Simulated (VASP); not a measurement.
Calculation: PW91 GGA, VASP's PBE PAW potentials (set 64) (plane waves; VASP).

A VASP calculation is set up with these files.

**INCAR**
```
# general
SYSTEM  = Ru
PREC    = Accurate
ENCUT   = 520
LREAL   = .False.
LASPH   = .True.

# electronic loop
EDIFF   = 1E-7
NELM    = 100
ALGO    = Normal
LMAXMIX = 4

# smearing
ISMEAR  = -5

# functional
GGA     = 91

# ions
ISIF    = 2

# output
LWAVE   = .False.
LCHARG  = .True.
LORBIT  = 11
NEDOS   = 601
```

POSCAR:
```
Ru
1
    1.3634620174    -2.3615856470    -0.0000000000
    1.3634620174     2.3615856470     0.0000000000
   -0.0000000000     0.0000000000     4.2956062151
Ru
2
Direct
  0.3333330000   0.6666670000   0.2500000000
  0.6666670000   0.3333330000   0.7500000000
```

**KPOINTS**
```
Regular mesh
0
gamma
17 17 10
0 0 0
```

POTCAR, in this order: Ru_pv (PBE.64 set). Program: vasp_std.

**Question.** Estimate the energy per atom (σ→0), band gap (on the k-mesh).

**Answer.** 
The energy per atom (σ→0) comes out as -9.215 eV/atom and the band gap (on the k-mesh) is none (metal, semimetal or under 0.01 eV).

### OSZICAR
```
...
DAV:   8    -0.184299761652E+02    0.81655E-02   -0.63431E-03  7330   0.949E-01    0.209E-01
DAV:   9    -0.184298965377E+02    0.79627E-04   -0.60099E-04  9076   0.268E-01    0.426E-02
DAV:  10    -0.184299050774E+02   -0.85397E-05   -0.18964E-05  8044   0.430E-02    0.993E-03
DAV:  11    -0.184299102559E+02   -0.51785E-05   -0.15544E-06  7670   0.114E-02    0.301E-03
DAV:  12    -0.184299096322E+02    0.62370E-06   -0.67829E-08  4316   0.213E-03    0.581E-04
DAV:  13    -0.184299094342E+02    0.19792E-06   -0.16855E-08  3654   0.121E-03    0.436E-04
DAV:  14    -0.184299094161E+02    0.18118E-07   -0.45474E-09  3614   0.530E-04
   1 F= -.18429909E+02 E0= -.18429909E+02  d E =0.000000E+00
```

The compound is Ru in the hcp structure. It was relaxed first.
